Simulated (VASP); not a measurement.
All values below come from r2SCAN meta-GGA, VASP's PBE PAW potentials (set 64) (plane waves; VASP).

The input files of a VASP run:

**POSCAR**
```
W
1
   -1.5800000000     1.5800000000     1.5800000000
    1.5800000000    -1.5800000000     1.5800000000
    1.5800000000     1.5800000000    -1.5800000000
W
1
Direct
  0.0000000000   0.0000000000   0.0000000000
```

### INCAR
```
SYSTEM = W
ENCUT = 480   # plane-wave cut-off (eV)
NELM = 100   # most electronic steps
LCHARG = F
EDIFF = 1E-6
NSW = 60
LASPH = T
PREC = Accurate
LWAVE = F
METAGGA = R2SCAN
LREAL = F
LMIXTAU = T
LMAXMIX = 6
EDIFFG = -0.01   # ionic stop
IBRION = 2   # conjugate gradients
ISMEAR = 1
SIGMA = 0.1
ALGO = Normal
ISIF = 3   # ions, shape and volume
```

### KPOINTS
```
Automatic mesh
0
Gamma
15 15 15
0 0 0
```

POTCAR, in this order: W_sv (PBE.64 set). Program: vasp_std.

Output of the run:

### OSZICAR
```
       N       E                     dE             d eps       ncg     rms          rms(c)
DAV:   1     0.365672961486E+02    0.36567E+02   -0.79137E+03  2648   0.142E+03
DAV:   2    -0.539626645403E+02   -0.90530E+02   -0.87257E+02  2838   0.336E+02
DAV:   3    -0.556116152048E+02   -0.16490E+01   -0.16335E+01  2989   0.454E+01
DAV:   4    -0.556199981982E+02   -0.83830E-02   -0.83811E-02  2850   0.357E+00
DAV:   5    -0.556200669695E+02   -0.68771E-04   -0.68771E-04  2955   0.324E-01    0.229E+01
DAV:   6    -0.507561018882E+02    0.48640E+01   -0.22952E+00  2754   0.222E+01    0.473E+00
DAV:   7    -0.515008226520E+02   -0.74472E+00   -0.17629E-01  2679   0.537E+00    0.290E+00
DAV:   8    -0.508507070201E+02    0.65012E+00   -0.47883E-01  2676   0.924E+00    0.321E+00
DAV:   9    -0.513070981592E+02   -0.45639E+00   -0.11075E-01  2778   0.358E+00    0.138E+00
DAV:  10    -0.513484706847E+02   -0.41373E-01   -0.13528E-02  2658   0.148E+00    0.638E-01
DAV:  11    -0.513498706600E+02   -0.14000E-02   -0.28539E-03  2820   0.716E-01    0.107E-01
DAV:  12    -0.513499611150E+02   -0.90455E-04   -0.21190E-04  2715   0.209E-01    0.585E-02
DAV:  13    -0.513499424655E+02    0.18650E-04   -0.64185E-05  2778   0.122E-01    0.363E-02
DAV:  14    -0.513499331730E+02    0.92924E-05   -0.91857E-06  2811   0.407E-02    0.225E-02
DAV:  15    -0.513499298607E+02    0.33123E-05   -0.12078E-05  2799   0.502E-02    0.649E-03
DAV:  16    -0.513499281950E+02    0.16657E-05   -0.14248E-06  2176   0.133E-02    0.221E-03
DAV:  17    -0.513499286345E+02   -0.43943E-06   -0.32602E-07  1356   0.801E-03
   1 F= -.51349929E+02 E0= -.51349947E+02  d E =-.513499E+02
       N       E                     dE             d eps       ncg     rms          rms(c)
DAV:   1    -0.517226129368E+02   -0.37268E+00   -0.98956E+00  2712   0.517E+01    0.720E+00
DAV:   2    -0.513679461486E+02    0.35467E+00   -0.53572E-01  2688   0.967E+00    0.186E+00
DAV:   3    -0.513128635118E+02    0.55083E-01   -0.19149E-01  2721   0.577E+00    0.117E+00
DAV:   4    -0.512672159724E+02    0.45648E-01   -0.52899E-02  2678   0.302E+00    0.105E-01
DAV:   5    -0.513161047548E+02   -0.48889E-01   -0.40503E-02  2646   0.266E+00    0.728E-02
DAV:   6    -0.513216297156E+02   -0.55250E-02   -0.14045E-03  2715   0.480E-01    0.194E-02
DAV:   7    -0.513221891658E+02   -0.55945E-03   -0.23918E-04  2709   0.206E-01    0.794E-02
DAV:   8    -0.513218818074E+02    0.30736E-03   -0.52921E-05  2685   0.102E-01    0.339E-02
DAV:   9    -0.513218630197E+02    0.18788E-04   -0.95386E-06  2819   0.420E-02    0.201E-03
DAV:  10    -0.513218563753E+02    0.66444E-05   -0.14687E-07  1395   0.506E-03    0.276E-03
DAV:  11    -0.513218612798E+02   -0.49044E-05   -0.13679E-07  1344   0.553E-03    0.818E-04
DAV:  12    -0.513218438904E+02    0.17389E-04   -0.68774E-08  1335   0.331E-03    0.149E-04
DAV:  13    -0.513218459440E+02   -0.20535E-05   -0.26599E-09  1329   0.837E-04    0.544E-05
DAV:  14    -0.513218453546E+02    0.58937E-06   -0.83936E-10  1329   0.411E-04
   2 F= -.51321845E+02 E0= -.51321827E+02  d E =0.280833E-01
       N       E                     dE             d eps       ncg     rms          rms(c)
DAV:   1    -0.515996849058E+02   -0.27784E+00   -0.58186E+00  2709   0.382E+01    0.638E+00
DAV:   2    -0.513815697152E+02    0.21812E+00   -0.28919E-01  2691   0.766E+00    0.142E+00
DAV:   3    -0.513483716366E+02    0.33198E-01   -0.11296E-01  2736   0.453E+00    0.113E+00
DAV:   4    -0.513156594567E+02    0.32712E-01   -0.27776E-02  2699   0.215E+00    0.271E-01
DAV:   5    -0.513512034688E+02   -0.35544E-01   -0.15289E-02  2643   0.162E+00    0.938E-02
DAV:   6    -0.513522926769E+02   -0.10892E-02   -0.34212E-04  2724   0.245E-01    0.754E-03
DAV:   7    -0.513521376700E+02    0.15501E-03   -0.33248E-05  2715   0.821E-02    0.112E-02
DAV:   8    -0.513522579269E+02   -0.12026E-03   -0.11383E-05  2697   0.486E-02    0.514E-03
DAV:   9    -0.513522289379E+02    0.28989E-04   -0.15748E-06  2455   0.164E-02    0.203E-04
DAV:  10    -0.513522375966E+02   -0.86588E-05   -0.38633E-08  1320   0.287E-03    0.158E-04
DAV:  11    -0.513522358665E+02    0.17302E-05   -0.48478E-09  1320   0.108E-03    0.905E-05
DAV:  12    -0.513522367970E+02   -0.93049E-06   -0.49422E-10  1320   0.361E-04
   3 F= -.51352237E+02 E0= -.51352264E+02  d E =-.230816E-02
```

OUTCAR:
```
------------------------ aborting loop because EDIFF is reached ----------------------------------------
  FORCE on cell =-STRESS in cart. coord.  units (eV):
  Direction    XX          YY          ZZ          XY          YZ          ZX
  --------------------------------------------------------------------------------------
  Total       -0.0056039     -0.0056039     -0.0056039     -0.0000000     -0.0000000      0.0000000
  in kB       -0.5622380     -0.5622380     -0.5622380     -0.0000000     -0.0000000      0.0000000
  external PRESSURE =      -0.5622380 kB  Pullay stress =       0.0000000 kB
  volume of cell :       15.97
      direct lattice vectors                 reciprocal lattice vectors
    -1.586381245  1.586381245  1.586381245     0.000000000  0.315182748  0.315182748
     1.586381245 -1.586381245  1.586381245     0.315182748  0.000000000  0.315182748
     1.586381245  1.586381245 -1.586381245     0.315182748  0.315182748  0.000000000
 POSITION                                       TOTAL-FORCE (eV/Angst)
 -----------------------------------------------------------------------------------
      0.00000      0.00000     -0.00000        -0.000000      0.000000     -0.000000
 -----------------------------------------------------------------------------------
    total drift:                                0.000000     -0.000000      0.000000
  FREE ENERGIE OF THE ION-ELECTRON SYSTEM (eV)
  ---------------------------------------------------
  free  energy   TOTEN  =       -51.3522367970 eV

  energy  without entropy=      -51.3523188251  energy(sigma->0) =      -51.35226414

 reached required accuracy - stopping structural energy minimisation
```
(Selected blocks of OUTCAR.)

### CONTCAR
```
W
   1.00000000000000
    -1.5863812450975281    1.5863812450975281    1.5863812450975281
     1.5863812450975281   -1.5863812450975281    1.5863812450975281
     1.5863812450975281    1.5863812450975281   -1.5863812450975281
  W
     1
Direct
     0.0000000000000000    0.0000000000000000    0.0000000000000000
```

### OUTCAR
```
 val. band max:       11.0980322783   @ k =  -0.3333   0.4000   0.2667

 cond. band min:      11.3033538628   @ k =   0.4667   0.0667   0.0000


 Fermi energy:        11.1183872290

 k-point     1 :       0.0000    0.0000    0.0000
  band No.  band energies     occupation
      1     -64.9442      2.00000
      2     -27.8147      2.00000
      3     -27.8147      2.00000
      4     -27.8147      2.00000
      5       1.0961      2.00000
      6       9.9123      2.00000
      7       9.9123      2.00000
      8       9.9123      2.00000
      9      13.7285      0.00000
     10      13.7285      0.00000
     11      26.4256      0.00000

 k-point     2 :       0.0667    0.0000    0.0000
  band No.  band energies     occupation
      1     -64.9380      2.00000
      2     -27.8775      2.00000
      3     -27.8342      2.00000
      4     -27.8150      2.00000
      5       1.3186      2.00000
      6       9.7758      2.00000
      7       9.8787      2.00000
      8      10.1262      2.00000
      9      13.5113      0.00000
     10      13.7280      0.00000
     11      26.6126      0.00000

 k-point     3 :       0.1333    0.0000    0.0000
  band No.  band energies     occupation
      1     -64.9202      2.00000
      2     -28.0520      2.00000
      3     -27.8887      2.00000
      4     -27.8159      2.00000
      5       1.9503      2.00000
      6       9.4114      2.00000
      7       9.7283      2.00000
      8      10.7577      2.00000
      9      13.1084     -0.00000
     10      13.7426      0.00000
     11      27.0262      0.00000

 k-point     4 :       0.2000    0.0000    0.0000
  band No.  band energies     occupation
      1     -64.8939      2.00000
      2     -28.3026      2.00000
      3     -27.9681      2.00000
      4     -27.8172      2.00000
      5       2.8719      2.00000
      6       8.9225      2.00000
      7       9.4312      2.00000
      8      11.7743     -0.00000
      9      12.9300     -0.00000
...
```

Unless said otherwise, spin-orbit coupling is left out, though it shifts the bands of the heavy elements here.

The compound is W in the bcc structure. This run relaxes it. Symmetry was kept, so distortions that lower it aren't found.
